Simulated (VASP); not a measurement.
Input:

```
CELL_PARAMETERS angstrom
     -1.59502     1.59502     3.91174
      1.59502    -1.59502     3.91174
      1.59502     1.59502    -3.91174
ATOMIC_POSITIONS crystal
  Si 0.66495 0.66495 0.00000
  Si 0.33505 0.33505 0.00000
  Mo 0.00000 0.00000 0.00000
```

Computed with PBEsol GGA, VASP's PBE PAW potentials (set 64) (plane waves; VASP). Settings: 400 eV cut-off, 15×15×15 Γ-centred mesh, tetrahedra with Blöchl corrections, potentials Si Mo_sv.

The cores are frozen, which limits the accuracy of field gradients.

Question: Give the principal components of the electric field gradient (V/Å²) and the asymmetry η at each nucleus.

Answer: 
```csv
atom,Vxx,Vyy,Vzz,η
Si1,5.8,5.8,-11.7,0.00
Si2,5.8,5.8,-11.7,0.00
Mo3,30.4,30.4,-60.8,0.00
```

The compound is MoSi2 in the MoSi2 type structure. It was relaxed first.
